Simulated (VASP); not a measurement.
Crystal: WSe2.

```
W Se
1.0
     3.38005    0.00000    0.00000
    -1.69003    2.92721    0.00000
     0.00000    0.00000   14.93647
W Se
2 4
Direct
  0.33333 0.66667 0.25000
  0.66667 0.33333 0.75000
  0.33333 0.66667 0.63553
  0.66667 0.33333 0.13553
  0.33333 0.66667 0.86447
  0.66667 0.33333 0.36447
```

The cell isn't the ideal one: a relaxed cell with its volume scaled by 1.06.

```yaml
Program: VASP 6.6.1
Task: relaxation of shape and atoms at fixed volume
Functional: PBE
Potentials_or_basis: VASP PAW PBE potentials, release 64 (W, Se)
Cutoff: 300 eV
k_mesh: 5 × 5 × 1
Occupations: gaussian, width 0.03 eV
Spin: no spin polarisation
```

At the start: pressure -6.1 GPa; volume 24.63 Å³/atom.

Task: How do energy, volume and symmetry change on relaxing?

Result: Over 8 steps the energy falls by 27.4 meV/atom; space group P6_3/mmc (No. 194, to 0.05 Å).

Step by step:
| step | energy change (eV) | largest force (eV/Å) | pressure (GPa) |
| --- | --- | --- | --- |
| 1 | 0.0000 | 0.8946 | -6.11 |
| 2 | -0.0869 | 0.1489 | -3.24 |
| 3 | -0.0874 | 0.0805 | -2.98 |
| 4 | -0.1346 | 0.0258 | -1.84 |
| 5 | -0.1639 | 0.0752 | 0.15 |
| 6 | -0.1639 | 0.0722 | 0.08 |
| 7 | -0.1640 | 0.0649 | -0.41 |
| 8 | -0.1645 | 0.0000 | -0.17 |

Final structure:
```xyz
6
Lattice="3.3176 0.0000 0.0000 -1.6588 2.8731 0.0000 0.0000 0.0000 15.5040" Properties=species:S:1:pos:R:3 pbc="T T T"
W     0.0000    1.9154    3.8760
W     1.6588    0.9577   11.6280
Se    0.0000    1.9154    9.9520
Se    1.6588    0.9577    2.2000
Se    0.0000    1.9154   13.3040
Se    1.6588    0.9577    5.5520
```

Caveat: the k mesh is coarse (spacing up to 0.43 Å⁻¹), so the values aren't converged; this functional lacks dispersion, which binds the layers, so the pressure and a relaxed spacing across them are unreliable.
